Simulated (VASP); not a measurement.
SnO2: band gap against strain

SnO2 (rutile, P4_2/mnm, 11.912 Å³/atom and stress up to 0.17 GPa in the relaxed cell, c along z) under a strain ε along c (axis z), the other axes held. LDA in VASP (plane waves, PAW), 600 eV, 8×8×10 Γ-centred mesh, Gaussian smearing 0.05 eV; ions are relaxed, or left where forces stay under 0.02 eV/Å, within the symmetry of each cell. Gaps are the smallest on the run's k-mesh, which can miss an edge that lies off it, without spin-orbit coupling; in all rows the valence edge lies at Γ and the conduction edge at Γ.

Here s stands for strain and Eg for gap.

```csv
strain (%),gap (eV)
-3.00,?
-1.50,1.350
-1.00,1.281
-0.50,1.211
0.00,1.140
```

Using a straight line, estimate the missing Eg at s = -3.00 from the other rows, showing the fit.

Means: s -0.75000, Eg 1.2455. About the means, the sum of products is -0.17500 and the sum of squares of s is 1.2500; the slope is their ratio. Least squares gives Eg = 1.1405 - 0.14000·s. Residuals (row less fit): -0.0005, 0.0005, 0.0005, -0.0005; standard error 0.0007 (degrees of freedom: 2). Over these rows the gap moves by -14.00 ± 0.06 eV per unit strain. At the withheld row, Eg = 1.1405 - 0.14000 × (-3.0) = 1.5605 eV. The calculation gives 1.556 eV, 0.0045 eV below the prediction (1.1 % of the range of Eg in the table). The row lies outside the fitted rows, so this is an extrapolation. From the scatter of the fitted rows alone, a prediction at this place has a standard error of 0.0016 eV, so the miss is 2.8 times that.

A polynomial of degree 2 through the 6 other runs of the series gives 1.556 there, so most of the miss is curvature that the fit leaves out. Spin-orbit coupling is left out, which can shift this property for SnO2. Rows are the converged runs of the series near zero and its far end; series whose fitted rows scatter by over a few per cent of the range, as at a crossing or softening among them, aren't shown in this form, nor equations of state whose B0' disagrees with the runs' pressures. Most that stay on the fit to the last digits aren't either.
